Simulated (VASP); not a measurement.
Input:

```
CELL_PARAMETERS angstrom
      2.96561     0.00000     0.00000
      0.00000     2.94785     0.00000
      0.00000     0.00000     2.91001
ATOMIC_POSITIONS crystal
  Al 0.50000 0.50000 0.50000
  Ni 0.00948 0.00000 0.00000
```

Method: PBE GGA + U (Dudarev), VASP's PBE PAW potentials (set 64) (plane waves; VASP). Numerical set-up: 400 eV cut-off, 11×11×11 Γ-centred mesh, first-order Methfessel-Paxton smearing of 0.10 eV, potentials Al Ni, U − J: Ni 2.00 eV.

**Question.** Give the force on each atom (eV/Å).

**Answer.** 
| atom | Fx | Fy | Fz |
|---|---|---|---|
| Al1 | 0.121 | 0.000 | 0.000 |
| Ni2 | -0.121 | 0.000 | 0.000 |

**Question.** Give the stress tensor in GPa (positive for a compressed cell).

**Answer.** 
```
-9.47   0.00   0.00
 0.00  -9.18   0.00
 0.00   0.00  -8.29
```
The pressure is its mean diagonal, -8.98 GPa.

The compound is NiAl in the CsCl type structure. The cell was not relaxed at this level, atoms are displaced from their ideal sites. The run is one of a series of settings (LDAU = .TRUE., LDAUJ = 0 0, LDAUL = -1 2, LDAUTYPE = 2, LDAUU = 0 2.0 against the base run), some of them coarse on purpose. The run is not spin-polarised, so no magnetic state was tried. The electron count is odd and the run is not spin-polarised, which forces a metal.
